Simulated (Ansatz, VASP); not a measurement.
# Cross-check of Hg33Se8S25 between VASP and Ansatz

Aim: how closely do two programs agree when they are given the same cell, functional and k mesh? The structure shown is frame 16 of Ansatz's trajectory.

Program: Ansatz 0.2.0. Level of theory: plane waves, with VASP 6.6.1 beside it; single point at revPBE. Results are calculated unless marked as measured.

## 1. The structure

The cell holds 66 atoms: 33 Hg, 25 S and 8 Se. Its edges and angles: a = 12.034 Å, b = 12.034 Å, c = 12.034 Å, α = 90.0°, β = 90.0°, γ = 90.0°.

## 2. Ansatz: dynamics, revPBE

Ansatz runs on its default PAW (the set named soft_2) files.

One frame of this run of dynamics is then solved in both programs, so the motion causes no difference.

input.yaml

```yaml
crystal:
  lattice:
    - [12.034, 0.0, 0.0]
    - [0.0, 12.034, 0.0]
    - [0.0, 0.0, 12.034]
  atoms:
    - { symbol: Hg, position: [0.58747, 0.27832, 0.60484] }
    - { symbol: Hg, position: [0.28298, 0.40447, 0.77525] }
    - { symbol: Hg, position: [0.11319, 0.54977, 0.4898] }
    - { symbol: Hg, position: [0.24395, 0.36531, 0.23806] }
    - { symbol: Hg, position: [0.88454, 0.80795, 0.64783] }
    - { symbol: Hg, position: [0.69748, 0.12844, 0.84419] }
    - { symbol: Hg, position: [0.77475, 0.05373, 0.45904] }
    - { symbol: Hg, position: [0.58299, 0.16546, 0.27383] }
    - { symbol: Hg, position: [0.33264, 0.08561, 0.78976] }
    - { symbol: Hg, position: [0.39513, 0.97226, 0.37756] }
    - { symbol: Hg, position: [0.34812, 0.68047, 0.278] }
    - { symbol: Hg, position: [0.843, 0.31366, 0.09655] }
    - { symbol: Hg, position: [0.99021, 0.16634, 0.83633] }
    - { symbol: Hg, position: [0.92844, 0.27031, 0.37796] }
    - { symbol: Hg, position: [0.39942, 0.63652, 0.60432] }
    - { symbol: Hg, position: [0.58827, 0.5109, 0.1101] }
    - { symbol: Hg, position: [0.94457, 0.59746, 0.20656] }
    - { symbol: Hg, position: [0.10828, 0.65329, 0.79438] }
    - { symbol: Hg, position: [0.05707, 0.41472, 0.98751] }
    - { symbol: Hg, position: [0.86178, 0.94273, 0.08495] }
    - { symbol: Hg, position: [0.03798, 0.84242, 0.30508] }
    - { symbol: Hg, position: [0.58352, 0.54947, 0.7845] }
    - { symbol: Hg, position: [0.93359, 0.46877, 0.65857] }
    - { symbol: Hg, position: [0.53026, 0.85978, 0.06136] }
    - { symbol: Hg, position: [0.67187, 0.74498, 0.36323] }
    - { symbol: Hg, position: [0.63395, 0.47003, 0.43441] }
    - { symbol: Hg, position: [0.33645, 0.22466, 0.49822] }
    - { symbol: Hg, position: [0.81755, 0.63663, 0.92522] }
    - { symbol: Hg, position: [0.3711, 0.1036, 0.08672] }
    - { symbol: Hg, position: [0.04852, 0.04705, 0.58315] }
    - { symbol: Hg, position: [0.56503, 0.87954, 0.62577] }
    - { symbol: Hg, position: [0.24535, 0.85851, 0.56822] }
    - { symbol: Hg, position: [0.11987, 0.95482, 0.90156] }
    - { symbol: S, position: [0.48256, 0.32523, 0.1569] }
    - { symbol: S, position: [0.74152, 0.31358, 0.2853] }
    - { symbol: S, position: [0.32042, 0.61789, 0.81315] }
    - { symbol: S, position: [0.38336, 0.86248, 0.73768] }
    - { symbol: S, position: [0.84903, 0.13329, 0.99095] }
    - { symbol: S, position: [0.01628, 0.62536, 0.9917] }
    - { symbol: S, position: [0.60907, 0.66568, 0.55552] }
    - { symbol: S, position: [0.38833, 0.25766, 0.91871] }
    - { symbol: S, position: [0.06067, 0.85122, 0.0855] }
    - { symbol: S, position: [0.73603, 0.573, 0.25249] }
    - { symbol: S, position: [0.08414, 0.85275, 0.71596] }
    - { symbol: S, position: [0.32726, 0.91651, 0.98002] }
    - { symbol: S, position: [0.07006, 0.36011, 0.78287] }
    - { symbol: S, position: [0.72866, 0.82638, 0.96777] }
    - { symbol: S, position: [0.73404, 0.44694, 0.97635] }
    - { symbol: S, position: [0.25819, 0.44313, 0.03579] }
    - { symbol: S, position: [0.59574, 0.32018, 0.81585] }
    - { symbol: S, position: [0.19787, 0.17806, 0.6551] }
    - { symbol: S, position: [0.51278, 0.65414, 0.97424] }
    - { symbol: S, position: [0.86112, 0.12493, 0.6606] }
    - { symbol: S, position: [0.79841, 0.623, 0.71354] }
    - { symbol: S, position: [0.50054, 0.82535, 0.26801] }
    - { symbol: S, position: [0.18744, 0.73077, 0.40723] }
    - { symbol: S, position: [0.27346, 0.68872, 0.07917] }
    - { symbol: S, position: [0.73097, 0.92158, 0.74612] }
    - { symbol: Se, position: [0.26666, 0.14407, 0.28835] }
    - { symbol: Se, position: [0.81026, 0.31404, 0.56432] }
    - { symbol: Se, position: [0.55244, 0.07659, 0.50152] }
    - { symbol: Se, position: [0.29546, 0.44311, 0.54947] }
    - { symbol: Se, position: [0.05228, 0.43939, 0.31533] }
    - { symbol: Se, position: [0.85086, 0.85041, 0.43371] }
    - { symbol: Se, position: [0.03691, 0.06851, 0.36314] }
    - { symbol: Se, position: [0.42853, 0.48041, 0.33043] }
kpoints:
  mp_grid: { grid: [1, 1, 1] }
hamiltonian:
  xc: revpbe
scf:
  occupations: { method: gaussian, width: 0.05 }
output:
  forces: true
md:
  timestep: 2.0
  n_steps: 47
  ensemble: nvt_nose_hoover
  temperature: 300
  initial_velocities: maxwell_boltzmann
  seed: 8461
```

The run is started by

```sh
ansatz run input.yaml --threads 4 --pin off --max-ram 8192MiB --backend cpu --events-out ev --progress --plain --runs-dir out
```

Numbers of over 12 decimals in the logs are rounded to 6 here.

What it wrote:

```text
Warning: md: disabling space-group detection — thermal motion breaks the input geometry's symmetry, so no spatial operation reduces the k-mesh or symmetrises the density; time reversal is kept, so that k and −k are solved as one point where they differ and the mesh holds both, and exact exchange and, on two spinor components, a DFT+U term hold to it where the run has them: on two components no moment then forms, and  [...]
Engine: ansatz 0.2.0, aarch64-unknown-linux-gnu
Pseudopotentials: kind: paw
Pseudopotential: Hg, paw, valence charge 20, recommended cutoff 420 eV (normal), Hg.paw.azcp
Pseudopotential: S, paw, valence charge 6, recommended cutoff 420 eV (normal), S.paw.azcp
Pseudopotential: Se, paw, valence charge 16, recommended cutoff 420 eV (normal), Se.paw.azcp
Functional definition: revPBE
  parameter kappa = 1.245
  parameter beta = 0.066725
  exchange = pbe_x(kappa = kappa, mu = beta*pi^2/3)
  correlation = pbe_c(beta = beta)
Crystal: 66 atoms, lattice volume = 1742.730 Å³
Basis set: ecut = 420 eV, 34049 PW (Γ), exchange–correlation on 162×162×162 points (8 copies of the dense FFT grid, shifted against one another)
Bands: 563, of which v1, the nominal top of the filled ones, is band 469 counted from 1 (468 counted from 0)
Symmetry: 1 space group operations
k-points: 1
Non-local potential: Hg, projectors of the file, l = 0: 3, l = 1: 2, l = 2: 2, l = 3: 1
Non-local potential: S, projectors of the file, l = 0: 2, l = 1: 2, l = 2: 2
Non-local potential: Se, projectors of the file, l = 0: 2, l = 1: 2, l = 2: 3, l = 3: 1
PAW form: soft (Blöchl's): semilocal exchange-correlation on the pseudo side does not see the compensation charge
PAW frozen core: Hg, regenerated for the run's functional, and the local potential with it (the file was generated under x = pbe(κ = 0.804, μ = 0.219515), c = pbe(β = 0.066725))
PAW frozen core: S, regenerated for the run's functional, and the local potential with it (the file was generated under x = pbe(κ = 0.804, μ = 0.219515), c = pbe(β = 0.066725))
PAW frozen core: Se, regenerated for the run's functional, and the local potential with it (the file was generated under x = pbe(κ = 0.804, μ = 0.219515), c = pbe(β = 0.066725))
PAW one-centre angular grid: Hg, 590 points (default); XC on 64 Gauss nodes
PAW one-centre angular grid: S, 110 points (default); XC on 64 Gauss nodes
PAW one-centre angular grid: Se, 590 points (default); XC on 64 Gauss nodes
Initial density: superposition of atomic densities (neutral atoms: chi_scale 0, normalization atom), corrected by the library's trained network
Initial wavefunctions: pseudopotential atomic-orbital guess
Functional: x = revpbe(κ = 1.245, μ = 0.219515), c = pbe(β = 0.066725)
SCF iter   1: F=—  HF=-522574.137274 eV  |F-HF|=—  |Δ(HF+E_count)|=         —  Δρ=5.35e-3  dr2=1.43e0  ethr=1.77e-3  ⟨swp⟩=5.0  Hψ=1838  notcnv=0  defer=55
preconditioner: auto → LDOS  [insulator: Δε(μ)=0.098 eV  Ē_g=9.933 eV  σ=0.050 eV  W_gap=0.83  n_scr=460 (ndim 8)  ℏωp=21.7 eV  f_vac=0.110  D(μ)=17.95/eV (n_scr^D=80)  ε∞_Penn≈5.8  β→1.0]
SCF iter   2: F=—  HF=-522574.081947 eV  |F-HF|=—  |Δ(HF+E_count)|=   5.53e-2  Δρ=3.81e-3  dr2=6.72e-1  ethr=1.53e-4  ⟨swp⟩=3.0  Hψ=924  notcnv=0  defer=84
SCF iter   3: F=—  HF=-522574.003534 eV  |F-HF|=—  |Δ(HF+E_count)|=   7.84e-2  Δρ=9.37e-4  dr2=4.66e-2  ethr=7.17e-5  ⟨swp⟩=2.0  Hψ=754  notcnv=0  defer=84
SCF iter   4: F=—  HF=-522573.997753 eV  |F-HF|=—  |Δ(HF+E_count)|=   5.78e-3  Δρ=3.29e-4  dr2=4.92e-3  ethr=4.97e-6  ⟨swp⟩=2.0  Hψ=853  notcnv=0  defer=84
SCF iter   5: F=—  HF=-522573.997379 eV  |F-HF|=—  |Δ(HF+E_count)|=   3.73e-4  Δρ=1.66e-4  dr2=1.20e-3  ethr=5.25e-7  ⟨swp⟩=2.0  Hψ=734  notcnv=0  defer=84
SCF iter   6: F=—  HF=-522573.997278 eV  |F-HF|=—  |Δ(HF+E_count)|=   1.02e-4  Δρ=8.32e-5  dr2=3.37e-4  ethr=1.28e-7  ⟨swp⟩=2.0  Hψ=579  notcnv=0  defer=84
SCF iter   7: F=—  HF=-522573.997187 eV  |F-HF|=—  |Δ(HF+E_count)|=   9.02e-5  Δρ=4.33e-5  dr2=8.56e-5  ethr=3.60e-8  ⟨swp⟩=2.0  Hψ=574  notcnv=0  defer=84
SCF iter   8: F=—  HF=-522573.997702 eV  |F-HF|=—  |Δ(HF+E_count)|=   5.15e-4  Δρ=2.50e-5  dr2=2.67e-5  ethr=9.13e-9  ⟨swp⟩=2.0  Hψ=578  notcnv=0  defer=84
SCF iter   9: F=—  HF=-522574.003413 eV  |F-HF|=—  |Δ(HF+E_count)|=   5.71e-3  Δρ=1.41e-5  dr2=8.85e-6  ethr=2.84e-9  ⟨swp⟩=2.0  Hψ=622  notcnv=0  defer=84
SCF iter  10: F=—  HF=-522574.003412 eV  |F-HF|=—  |Δ(HF+E_count)|=   9.82e-7  Δρ=7.26e-6  dr2=2.28e-6  ethr=9.43e-10  ⟨swp⟩=2.0  Hψ=746  notcnv=0  defer=84
[...]
automatic band count: iteration 2 solves 563 bands in place of 544: the levels no longer show a gap clear of their residuals, so the SCF keeps every band
md step    34: t =    68.00 fs  T =   649.4 K  F+E_penalty+E_count = -522577.75561717 eV  E_kin = 5.456378 eV  conserved = -522571.49520076 eV  (6 SCF iters)
md step    35: t =    70.00 fs  T =   623.6 K  F+E_penalty+E_count = -522577.60866626 eV  E_kin = 5.239266 eV  conserved = -522571.49373460 eV  (7 SCF iters)
md step    36: t =    72.00 fs  T =   590.5 K  F+E_penalty+E_count = -522577.39341568 eV  E_kin = 4.961319 eV  conserved = -522571.48840705 eV  (7 SCF iters)
md step    37: t =    74.00 fs  T =   561.0 K  F+E_penalty+E_count = -522577.20147677 eV  E_kin = 4.713053 eV  conserved = -522571.48136677 eV  (7 SCF iters)
md step    38: t =    76.00 fs  T =   547.2 K  F+E_penalty+E_count = -522577.14158217 eV  E_kin = 4.597457 eV  conserved = -522571.47786625 eV  (5 SCF iters)
md step    39: t =    78.00 fs  T =   554.8 K  F+E_penalty+E_count = -522577.26495065 eV  E_kin = 4.660964 eV  conserved = -522571.48099013 eV  (6 SCF iters)
md step    40: t =    80.00 fs  T =   578.1 K  F+E_penalty+E_count = -522577.52421273 eV  E_kin = 4.857326 eV  conserved = -522571.48774254 eV  (14 SCF iters)
md step    41: t =    82.00 fs  T =   605.4 K  F+E_penalty+E_count = -522577.81513914 eV  E_kin = 5.086287 eV  conserved = -522571.49302686 eV  (9 SCF iters)
md step    42: t =    84.00 fs  T =   626.2 K  F+E_penalty+E_count = -522578.04954991 eV  E_kin = 5.261591 eV  conserved = -522571.49477702 eV  (5 SCF iters)
md step    43: t =    86.00 fs  T =   636.1 K  F+E_penalty+E_count = -522578.18937766 eV  E_kin = 5.344776 eV  conserved = -522571.49390075 eV  (6 SCF iters)
md step    44: t =    88.00 fs  T =   635.3 K  F+E_penalty+E_count = -522578.23755425 eV  E_kin = 5.337947 eV  conserved = -522571.49196257 eV  (6 SCF iters)
[...]
md step    45: t =    90.00 fs  T =   626.4 K  F+E_penalty+E_count = -522578.21624867 eV  E_kin = 5.262932 eV  conserved = -522571.48996796 eV  (4 SCF iters)
[...]
md step    46: t =    92.00 fs  T =   612.4 K  F+E_penalty+E_count = -522578.15132044 eV  E_kin = 5.145656 eV  conserved = -522571.48831433 eV  (5 SCF iters)
[...]
md step    47: t =    94.00 fs  T =   596.2 K  F+E_penalty+E_count = -522578.06529563 eV  E_kin = 5.008805 eV  conserved = -522571.48707877 eV  (10 SCF iters)
SCF converged after 10 iterations
Free energy (F): -522578.065296 eV
Harris-Foulkes:  -522578.065296 eV  (|F-HF|=4.78e-8)
Internal energy: -522578.033148 eV  (E = F + TS)
E sigma→0 (E₀):  -522578.049222 eV
Entropy (-TS):   -0.032147 eV (-0.487 meV/atom)
Fermi energy:    8.432546 eV
--- Per-component energies (eV) ---
  E_band       = -19562.265075
  E_kinetic    = 23502.816088
  E_local      = -142318.327192  (includes V_loc(G=0)·N_el)
  E_nonlocal   = -1669.925126
  E_hartree    = 62702.174446
  E_xc         = -10522.159626
  E_vxc        = -11587.111097  (∫ρ·V_xc dr)
  E_paw        = -358889.301014  (= ΣΔE_a)
  E_vpaw       = -12894.092687  (= ΣTr[D̂ρ^β])
  E_aug_tail   = 0.026581  (compensation charges beyond the density's cutoff)
  E_ewald      = -95379.689999
  E_core_change = -3.647306  (= ΣΔE_core)
  E_smearing   = -0.032147  (= −TS)
  E_closure    = 0.000000  (closes the sum)
  Σ components = -522578.065296   (vs F -522578.065296, Δ=0.00e0)
--- Forces (eV/Å), atoms counted from 1 ---
  atom   1  Hg    -0.10114030     0.23895171    -0.31960870
  atom   2  Hg    -0.07795071    -0.78791854     0.69128209
  atom   3  Hg    -0.60101164    -0.03448863     0.20375809
  atom   4  Hg    -0.29948273    -0.16713161    -0.04053009
  atom   5  Hg    -0.02103849     0.07100723     0.36627108
  atom   6  Hg    -0.01840008     0.35814983    -0.10284154
  atom   7  Hg     0.41075254     0.19163264     0.22806214
  atom   8  Hg    -0.52198766     0.22273720    -0.37167046
  atom   9  Hg    -0.02368417     1.22799434     0.92086390
  atom  10  Hg     0.07581016     0.08009657    -0.38233822
  atom  11  Hg     0.83135246     0.13920071     1.10259252
  atom  12  Hg    -0.16430241     0.12189825    -0.17534325
  atom  13  Hg    -0.26889120    -0.29858485     0.33227874
  atom  14  Hg    -0.24551066     0.72316334     0.15605806
  atom  15  Hg     0.10640833     0.01859300    -0.39521453
  atom  16  Hg     0.88602431     0.63614115    -0.67496664
  atom  17  Hg    -0.20176631    -0.12963999     0.09377127
  atom  18  Hg    -0.27970857     0.11971405    -0.03638766
  atom  19  Hg     0.10220645     0.84784164     0.78306529
  atom  20  Hg     0.15588979     0.33944835    -0.32205310
  atom  21  Hg     0.09559793    -0.24208612     0.60875943
  atom  22  Hg     1.26459023    -0.04678112    -0.82749713
  atom  23  Hg     0.31926309     0.29787737     0.12692800
  atom  24  Hg     0.00653898    -0.03750355    -0.35473355
[...]
atom  59  Se    -0.02081930     0.17394469     0.49731843
  atom  60  Se     0.18244741    -1.30377888     0.29579217
  atom  61  Se    -0.36411756    -0.11879870    -0.15975589
  atom  62  Se     0.15093685     0.03810061    -0.36735386
  atom  63  Se    -0.26498217     0.24770309    -0.07206893
  atom  64  Se    -0.01846914     0.17538641     0.02443257
  atom  65  Se     0.62890961    -0.84045610    -0.17650215
  atom  66  Se     0.03858091    -0.58950863    -0.97663253
  max |Σ_I F_I| component: 2.60e-5 eV/Å
--- MD trajectory: 47 steps, t = 0.0 → 94.0 fs ---
  final state: T = 596.2 K   F+E_penalty+E_count = -522578.06529563 eV   E_kin = 5.008805 eV
  conserved energy: peak-to-peak 1.733e-2 eV (2.626e-4 eV/atom) over 94.0 fs
```

[end of part 1 of 2]

[Lines on the potential files, build, host, timing and source positions are cut from VASP's logs without a mark.]

[Logs are printed without paths, hosts, clocks, repeated set-up lines and the standing remarks that a program may print on its own settings, such as how far it seeks lower states.]

[Hosts, paths, dates, database ids (printed as entryN), source tags and the programs' standing remarks are cut or masked in the printed files.]
